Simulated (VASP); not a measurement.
**HoTl3: vacancies and antisites compared**

Wanted: a map of the native defects of HoTl3, all in one supercell and at one level. The start is a cell from a database of measured crystal structures.

Calculated with VASP 6.6.1; PBEsol, 4f electrons in the core; plane waves and PAW (Tl, Ho_3), in the first sound run; inputs show where later runs differ.

**1. The host crystal**

It takes space group Pm-3m (No. 221, cubic). Conventional cell: a = 4.666 Å, b = 4.666 Å, c = 4.666 Å, α = 90.00°, β = 90.00°, γ = 90.00°. Nearest to Tl lie 8 Tl at 3.30 Å and 4 Ho at 3.30 Å. Ho has 12 Tl at 3.30 Å nearest. Farther neighbours are not listed.

Coordinates:

```cif
data_structure
_symmetry_space_group_name_H-M 'Pm-3m'
_symmetry_Int_Tables_number 221
_cell_length_a 4.6660
_cell_length_b 4.6660
_cell_length_c 4.6660
_cell_angle_alpha 90.000
_cell_angle_beta 90.000
_cell_angle_gamma 90.000
_cell_volume 101.59
loop_
_atom_site_label
_atom_site_type_symbol
_atom_site_symmetry_multiplicity
_atom_site_Wyckoff_symbol
_atom_site_fract_x
_atom_site_fract_y
_atom_site_fract_z
_atom_site_occupancy
Tl1 Tl 3 c 0.50000 0.50000 0.00000 1
Ho1 Ho 1 a 0.00000 0.00000 0.00000 1
```

**2. The host at zero pressure**

The later steps need the crystal at this functional's own lattice; a raised cutoff keeps the stress reliable while the cell changes.

Input file INCAR:

```
SYSTEM = HoTl3
PREC = Accurate
ENCUT = 350
EDIFF = 1E-06
NELM = 120
ISMEAR = 1
SIGMA = 0.15
LREAL = .FALSE.
ALGO = Normal
GGA = PS
NBANDS = 15
LORBIT = 11
LWAVE = .FALSE.
LCHARG = .FALSE.
KPAR = 8
IBRION = 2
NSW = 40
ISIF = 3
EDIFFG = -0.02
POTIM = 0.4
```

Input file POSCAR:

```
HoTl3
1.0
    4.6660000000      0.0000000000      0.0000000000
    0.0000000000      4.6660000000      0.0000000000
    0.0000000000      0.0000000000      4.6660000000
Tl Ho
3 1
Direct
    0.5000000000      0.5000000000      0.0000000000
    0.5000000000      0.0000000000      0.5000000000
    0.0000000000      0.5000000000      0.5000000000
    0.0000000000      0.0000000000      0.0000000000
```

Input file KPOINTS:

```
Automatic mesh
0
Gamma
5 5 5
0 0 0
```

The projector-augmented-wave data sets are Tl and Ho_3 (PBE family, release 64).

Launch:

```console
> mpirun -np 8 vasp_std
```

Output:

```text
[banner, memory and clock lines left out]
running    8 mpi-ranks, on    1 nodes
 distrk:  each k-point on    1 cores,    8 groups
 distr:  one band on    1 cores,    1 groups

 POSCAR found type information on POSCAR TlHo
 POSCAR found :  2 types and       4 ions
|                                                                             |
|           W    W    AA    RRRRR   N    N  II  N    N   GGGG   !!!           |
|           W    W   A  A   R    R  NN   N  II  NN   N  G    G  !!!           |
|           W    W  A    A  R    R  N N  N  II  N N  N  G       !!!           |
|           W WW W  AAAAAA  RRRRR   N  N N  II  N  N N  G  GGG   !            |
|           WW  WW  A    A  R   R   N   NN  II  N   NN  G    G                |
|           W    W  A    A  R    R  N    N  II  N    N   GGGG   !!!           |
|                                                                             |
|     For optimal performance we recommend to set                             |
|       NCORE = 2 up to number-of-cores-per-socket                            |
|     NCORE specifies how many cores store one orbital (NPAR=cpu/NCORE).      |
|     This setting can greatly improve the performance of VASP for DFT.       |
|     The default, NCORE=1 might be grossly inefficient on modern             |
|     multi-core architectures or massively parallel machines. Do your        |
|     Unfortunately you need to use the default for GW and RPA                |
|     calculations (for HF NCORE is supported but not extensively tested      |
|     yet).                                                                   |
|                                                                             |

|                                                                             |
|               ----> ADVICE to this user running VASP <----                  |
|                                                                             |
|     You enforced a specific xc type in the INCAR file but a different       |
|     [... a line on the potential file left out ...]
|     I HOPE YOU KNOW WHAT YOU ARE DOING!                                     |
|                                                                             |

 LDA part: xc-table for (Slater+PW92), standard interpolation
 POSCAR, INCAR and KPOINTS ok, starting setup
 FFT: planning ... GRIDC
 FFT: planning ... GRID_SOFT
 FFT: planning ... GRID
 WAVECAR not read
 entering main loop
       N       E                     dE             d eps       ncg     rms          rms(c)
DAV:   1     0.732977708646E+02    0.73298E+02   -0.52541E+03   340   0.703E+02
DAV:   2    -0.866948919694E+01   -0.81967E+02   -0.79390E+02   496   0.229E+02
DAV:   3    -0.137136888512E+02   -0.50442E+01   -0.49306E+01   379   0.435E+01
DAV:   4    -0.141234222366E+02   -0.40973E+00   -0.40824E+00   456   0.185E+01
DAV:   5    -0.141367082314E+02   -0.13286E-01   -0.13280E-01   411   0.217E+00    0.168E+01
DAV:   6    -0.140118305748E+02    0.12488E+00   -0.47973E-02   485   0.181E+00    0.994E+00
DAV:   7    -0.139487719105E+02    0.63059E-01   -0.90417E-02   499   0.255E+00    0.328E-01
DAV:   8    -0.139486699883E+02    0.10192E-03   -0.47022E-03   356   0.414E-01    0.125E-01
DAV:   9    -0.139487185140E+02   -0.48526E-04   -0.75943E-04   508   0.317E-01    0.269E-02
DAV:  10    -0.139487182456E+02    0.26841E-06   -0.26445E-05   471   0.373E-02    0.120E-02
DAV:  11    -0.139487175307E+02    0.71486E-06   -0.57653E-06   454   0.177E-02
   1 F= -.13948718E+02 E0= -.13944641E+02  d E =-.139487E+02
 curvature:   0.00 expect dE= 0.000E+00 dE for cont linesearch  0.000E+00
 trial: gam= 0.00000 g(F)=  0.000E+00 g(S)=  0.114E-03 ort = 0.000E+00 (trialstep = 0.100E+01)
 search vector abs. value=  0.114E-03
 reached required accuracy - stopping structural energy minimisation
```

Run time: 2.2 s. Hardware: 8 MPI ranks of AMD EPYC 9R45, shared host; peak memory 1.1 GiB; 13 s of CPU time.

Lines that name or quote the potential files are left out of all logs, and their timing lines are given in words.

OUTCAR, selected parts (step 2):

```text
ion  position               nearest neighbor table
   1  0.500  0.500  0.000-   2 3.30   3 3.30   4 3.30   2 3.30   3 3.30   2 3.30   4 3.30   2 3.30
                             3 3.30   4 3.30   3 3.30   4 3.30
   2  0.500  0.000  0.500-   1 3.30   3 3.30   4 3.30   1 3.30   4 3.30   1 3.30   3 3.30   1 3.30
                             3 3.30   4 3.30   4 3.30   3 3.30
   3  0.000  0.500  0.500-   1 3.30   2 3.30   4 3.30   1 3.30   4 3.30   2 3.30   4 3.30   4 3.30
                             1 3.30   2 3.30   1 3.30   2 3.30
   4  0.000  0.000  0.000-   1 3.30   2 3.30   3 3.30   2 3.30   3 3.30   1 3.30   3 3.30   3 3.30
                             1 3.30   2 3.30   2 3.30   1 3.30

  LATTYP: Found a simple cubic cell.
 ALAT       =     4.6660000000

 Subroutine GETGRP returns: Found 48 space group operations
 (whereof 48 operations were pure point group operations)

The static configuration has the point symmetry O_h .

 Found     10 irreducible k-points:

   k-points           NKPTS =     10   k-points in BZ     NKDIM =     10   number of bands    NBANDS=     15

   dimension x,y,z NGX =    28 NGY =   28 NGZ =   28
   dimension x,y,z NGXF=    56 NGYF=   56 NGZF=   56

   ENCUT  =  350.0 eV  25.72 Ry    5.07 a.u.   7.12  7.12  7.12*2*pi/ulx,y,z

   NELECT =      18.0000    total number of electrons

 k-points in reciprocal lattice and weights: Automatic mesh
   0.00000000  0.00000000  0.00000000       0.008
   0.20000000  0.00000000  0.00000000       0.048
   0.40000000  0.00000000  0.00000000       0.048
   0.20000000  0.20000000  0.00000000       0.096
   0.40000000  0.20000000  0.00000000       0.192
   0.40000000  0.40000000  0.00000000       0.096
   0.20000000  0.20000000  0.20000000       0.064
   0.40000000  0.20000000  0.20000000       0.192
   0.40000000  0.40000000  0.20000000       0.192
   0.40000000  0.40000000  0.40000000       0.064

 average (electrostatic) potential at core
       1 -39.6682       2 -39.6682       3 -39.6682       4 -32.1162

 E-fermi :   5.0356

 k-point     1 :       0.0000    0.0000    0.0000
  band No.  band energies     occupation
    ...
      5       1.2936      2.00000
      6       1.2936      2.00000
      7       3.7540      2.00000
      8       3.7540      2.00000
      9       3.7540      2.00000
     10       7.5532     -0.00000
     11       7.5532     -0.00000
     12       7.5532     -0.00000
     13       8.1069      0.00000
     14       8.1069      0.00000
    ...

 k-point     2 :       0.2000    0.0000    0.0000
  band No.  band energies     occupation
    ...
      5      -0.1129      2.00000
      6       1.4835      2.00000
      7       3.8479      2.00000
      8       3.8479      2.00000
      9       4.7231      2.01211
     10       6.2519     -0.00000
     11       7.0789     -0.00000
     12       7.0789     -0.00000
     13       7.5276     -0.00000
     14       8.1739      0.00000
    ...

 k-point     3 :       0.4000    0.0000    0.0000
  band No.  band energies     occupation
    ...
      5      -2.0322      2.00000
      6       1.9288      2.00000
      7       3.9248      2.00000
      8       3.9248      2.00000
      9       4.6663      2.00274
     10       5.8637     -0.00000
     11       7.0294     -0.00000
     12       7.0294     -0.00000
     13       7.4867     -0.00000
     14       8.2625      0.00000
    ...

  Total        0.0628222      0.0628222      0.0628222      0.0000000      0.0000000     -0.0000000
  in kB        0.9908087      0.9908087      0.9908087      0.0000000      0.0000000     -0.0000000
  external PRESSURE =       0.9908087 kB  Pullay stress =       0.0000000 kB

  energy-cutoff  :      350.00
  volume of cell :      101.59
      direct lattice vectors                 reciprocal lattice vectors
     4.666000000  0.000000000  0.000000000     0.214316331  0.000000000  0.000000000
     0.000000000  4.666000000  0.000000000     0.000000000  0.214316331  0.000000000
     0.000000000  0.000000000  4.666000000     0.000000000  0.000000000  0.214316331

 POSITION                                       TOTAL-FORCE (eV/Angst)
 -----------------------------------------------------------------------------------
      2.33300      2.33300      0.00000         0.000000      0.000000      0.000000
      2.33300      0.00000      2.33300         0.000000      0.000000      0.000000
      0.00000      2.33300      2.33300         0.000000      0.000000      0.000000
      0.00000      0.00000      0.00000         0.000000      0.000000      0.000000
 -----------------------------------------------------------------------------------
    total drift:                               -0.000000     -0.000000     -0.000000

  FREE ENERGIE OF THE ION-ELECTRON SYSTEM (eV)
  ---------------------------------------------------
  free  energy   TOTEN  =       -13.9487175307 eV

  energy  without entropy=      -13.9364881358  energy(sigma->0) =      -13.94464107

 reached required accuracy - stopping structural energy minimisation

 total charge
# of ion       s       p       d       tot
------------------------------------------
    1        1.559   1.019   0.107   2.685
    2        1.559   1.019   0.107   2.685
    3        1.559   1.019   0.107   2.685
    4        0.313   6.438   1.124   7.876
--------------------------------------------------
tot          4.991   9.494   1.446  15.931

[... 3 further parts left out ...]
```

The data set Ho_3 holds the 4f electrons frozen in the core, so no f bands or f moments appear. The k-mesh is coarse for a metal. The PAW data sets were made with PBE, which is usual practice but a small mismatch for other functionals. The data set Tl keeps the semicore shell frozen, which is cheaper and a little less accurate. The run keeps the 48 symmetry operations of its start, so it cannot find a distortion of lower symmetry.

Little changed from the start: no atom moved by 0.005 Å and no cell edge by 0.1 %.

This step gave:

```yaml
electronic_cycles: 11
electrons: 18
free_energy_toten: -13.95 eV
energy_at_zero_smearing: -13.94 eV
fermi_energy: 5.036 eV
labelled_metallic_from_the_levels_on_this_mesh: yes
```

The start already met the threshold, so nothing moved.

(Part 1 of 6 ends here.)

[Lines on the potential files, build, host, timing and source positions are cut from VASP's logs without a mark.]

[Logs are printed without paths, hosts, clocks, repeated set-up lines and the standing remarks that a program may print on its own settings, such as how far it seeks lower states.]

[Hosts, paths, dates, database ids (printed as entryN), source tags and the programs' standing remarks are cut or masked in the printed files.]

[In band tables of VASP the shares of atoms and orbitals are scaled to a sum of 1 inside the atoms' spheres.]

[Runs that stopped without an error message from VASP are left out.]
